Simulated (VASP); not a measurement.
**SiF4: relaxation of the atoms with PBE**

SiF4, in a box:

```
Si F
1.0
    10.00000    0.00000    0.00000
     0.00000   10.50000    0.00000
     0.00000    0.00000   11.00000
Si F
1 4
Cartesian
  5.0000 5.2500 5.5000
  5.9128 6.1628 6.4128
  4.0872 4.3372 6.4128
  4.0872 6.1628 4.5872
  5.9128 4.3372 4.5872
```

* Program: VASP 6.6.1
* Task: relaxation of the atoms
* Functional: PBE
* Potentials or basis: VASP PAW PBE potentials, release 64 (Si, F)
* Cutoff: 520 eV
* k mesh: 1 × 1 × 1
* Occupations: gaussian, width 0.05 eV
* Spin: no spin polarisation
* Further INCAR settings: ALGO = Fast; EDIFF = 1e-06; IBRION = 2; EDIFFG = -0.01; NSW = 40

The energy gained by relaxing is 0.0 meV/atom. The ionic steps are 3 and the gap between the frontier levels is 9.13 eV.

The path:
```csv
step,energy change (eV),largest force (eV/Å),pressure (GPa)
1,0.0000,0.0674,0.00
2,0.0000,0.0593,-0.04
3,-0.0002,0.0017,-0.02
```

Final structure:
```xyz
5
Lattice="10.0000 0.0000 0.0000 0.0000 10.5000 0.0000 0.0000 0.0000 11.0000" Properties=species:S:1:pos:R:3 pbc="T T T"
Si    5.0000    5.2500    5.5000
F     5.9138    6.1638    6.4138
F     4.0862    4.3362    6.4138
F     4.0862    6.1638    4.5862
F     5.9138    4.3362    4.5862
```

Levels at points of the mesh, in eV from the valence-band top:
```tsv
k point	band 14	band 15	band 16	band 17	band 18	band 19
(0.00, 0.00, 0.00)	0.00	0.00	0.00	9.13	10.84	11.03
```

Wall time 2 min on 1 thread of AMD EPYC 9R14 (Zen 4), with other jobs on the host, peak memory 1.1 GiB.

Expect the measured gap to be larger: semilocal functionals such as PBE lack the derivative discontinuity.
